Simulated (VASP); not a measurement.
All values below come from PBEsol GGA, VASP's PBE PAW potentials (set 64) (plane waves; VASP).

VASP input:

**KPOINTS**
```
Automatic mesh
0
Gamma
6 6 6
0 0 0
```

**POSCAR**
```
SrTiO3
1
    3.9050000000     0.0000000000     0.0000000000
    0.0000000000     3.9050000000     0.0000000000
    0.0000000000     0.0000000000     3.9050000000
Sr Ti O
1 1 3
Direct
  0.0000000000   0.0000000000   0.0000000000
  0.5000000000   0.5000000000   0.5000000000
  0.5000000000   0.0000000000   0.5000000000
  0.0000000000   0.5000000000   0.5000000000
  0.5000000000   0.5000000000   0.0000000000
```

### INCAR
```
ALGO = Normal
EDIFF = 1E-6
ENCUT = 400
GGA = PS
ISIF = 2
ISMEAR = -1
LASPH = .TRUE.
LCHARG = .FALSE.
LMAXMIX = 4
LREAL = .FALSE.
LWAVE = .FALSE.
NELM = 100
PREC = Accurate
SIGMA = 0.01
SYSTEM = SrTiO3
```

POTCAR, in this order: Sr_sv Ti_sv O (PBE.64 set). Program: vasp_std.

The resulting files:

**OSZICAR**
```
       N       E                     dE             d eps       ncg     rms          rms(c)
DAV:   1     0.393023412643E+03    0.39302E+03   -0.19003E+04   960   0.154E+03
DAV:   2    -0.153039473632E+02   -0.40833E+03   -0.40218E+03  1200   0.451E+02
DAV:   3    -0.499147004192E+02   -0.34611E+02   -0.34507E+02  1416   0.131E+02
DAV:   4    -0.515529294049E+02   -0.16382E+01   -0.16377E+01  1400   0.242E+01
DAV:   5    -0.515917147725E+02   -0.38785E-01   -0.38784E-01  1312   0.318E+00    0.274E+01
DAV:   6    -0.421473310700E+02    0.94444E+01   -0.59940E+01  1440   0.725E+01    0.167E+01
DAV:   7    -0.421408818472E+02    0.64492E-02   -0.76868E+00  1176   0.213E+01    0.108E+01
DAV:   8    -0.421987851995E+02   -0.57903E-01   -0.22011E+00  1240   0.160E+01    0.371E+00
DAV:   9    -0.420573030694E+02    0.14148E+00   -0.64956E-01  1176   0.829E+00    0.864E-01
DAV:  10    -0.420612234710E+02   -0.39204E-02   -0.10436E-01  1312   0.222E+00    0.756E-01
DAV:  11    -0.420544132624E+02    0.68102E-02   -0.59711E-02  1456   0.209E+00    0.195E-01
DAV:  12    -0.420540766402E+02    0.33662E-03   -0.31666E-03  1136   0.663E-01    0.520E-02
DAV:  13    -0.420541207220E+02   -0.44082E-04   -0.25593E-04  1360   0.131E-01    0.540E-02
DAV:  14    -0.420541022447E+02    0.18477E-04   -0.64855E-05  1320   0.753E-02    0.108E-02
DAV:  15    -0.420541021160E+02    0.12868E-06   -0.84637E-06  1304   0.277E-02
   1 F= -.42054102E+02 E0= -.42054102E+02  d E =-.544281E-15
```

OUTCAR:
```
------------------------ aborting loop because EDIFF is reached ----------------------------------------
  FORCE on cell =-STRESS in cart. coord.  units (eV):
  Direction    XX          YY          ZZ          XY          YZ          ZX
  --------------------------------------------------------------------------------------
  Total       -2.4487278     -2.4487278     -2.4487278      0.0000000      0.0000000     -0.0000000
  in kB      -65.8852168    -65.8852168    -65.8852168      0.0000000      0.0000000     -0.0000000
  external PRESSURE =     -65.8852168 kB  Pullay stress =       0.0000000 kB
  volume of cell :       59.55
      direct lattice vectors                 reciprocal lattice vectors
     3.905000000  0.000000000  0.000000000     0.256081946  0.000000000  0.000000000
     0.000000000  3.905000000  0.000000000     0.000000000  0.256081946  0.000000000
     0.000000000  0.000000000  3.905000000     0.000000000  0.000000000  0.256081946
 POSITION                                       TOTAL-FORCE (eV/Angst)
 -----------------------------------------------------------------------------------
      0.00000      0.00000      0.00000         0.000000      0.000000      0.000000
      1.95250      1.95250      1.95250         0.000000      0.000000      0.000000
      1.95250      0.00000      1.95250         0.000000      0.000000      0.000000
      0.00000      1.95250      1.95250         0.000000      0.000000      0.000000
      1.95250      1.95250      0.00000         0.000000      0.000000      0.000000
 -----------------------------------------------------------------------------------
    total drift:                                0.000000      0.000000      0.000000
  FREE ENERGIE OF THE ION-ELECTRON SYSTEM (eV)
  ---------------------------------------------------
  free  energy   TOTEN  =       -42.0541021160 eV

  energy  without entropy=      -42.0541021160  energy(sigma->0) =      -42.05410212
```
(Selected blocks of OUTCAR.)

OUTCAR:
```
 val. band max:        4.0153152194   @ k =   0.5000   0.5000   0.5000

 cond. band min:       5.8239741962   @ k =   0.0000   0.0000   0.0000


 Fermi energy:         4.3213024743

 k-point     1 :       0.0000    0.0000    0.0000
  band No.  band energies     occupation
      1     -52.1734      2.00000
      2     -28.6201      2.00000
      3     -28.5449      2.00000
      4     -28.5449      2.00000
      5     -28.5449      2.00000
      6     -13.3347      2.00000
      7     -12.3328      2.00000
      8     -12.3328      2.00000
      9     -10.6393      2.00000
     10     -10.6393      2.00000
     11     -10.6393      2.00000
     12       1.1646      2.00000
     13       1.1646      2.00000
     14       1.1646      2.00000
     15       2.8392      2.00000
     16       2.8392      2.00000
     17       2.8392      2.00000
     18       3.6571      2.00000
     19       3.6571      2.00000
     20       3.6571      2.00000
     21       5.8240      0.00000
     22       5.8240      0.00000
     23       5.8240      0.00000
     24       8.3536      0.00000

 k-point     2 :       0.1667    0.0000    0.0000
  band No.  band energies     occupation
      1     -52.1735      2.00000
      2     -28.6526      2.00000
      3     -28.5442      2.00000
      4     -28.5442      2.00000
      5     -28.5246      2.00000
      6     -13.3540      2.00000
      7     -12.3302      2.00000
      8     -12.3268      2.00000
      9     -10.6272      2.00000
     10     -10.6272      2.00000
     11     -10.4602      2.00000
     12       0.8062      2.00000
     13       1.1416      2.00000
     14       1.1416      2.00000
     15       2.4832      2.00000
     16       2.4832      2.00000
     17       2.5865      2.00000
     18       2.8909      2.00000
     19       3.5067      2.00000
     20       3.5067      2.00000
     21       5.8663      0.00000
     22       6.4149      0.00000
     23       6.4149      0.00000
     24       8.3604      0.00000
...
```

At this cut-off the stress carries a Pulay error, which pulls relaxed volumes low.

The structure is a typed SrTiO3 crystal (Pm-3m). The cell was not relaxed at this level. The run is one of a series of settings (GGA = PS, POTCAR Sr_sv Ti_sv O (PBE.64 set) against the base run), some of them coarse on purpose.
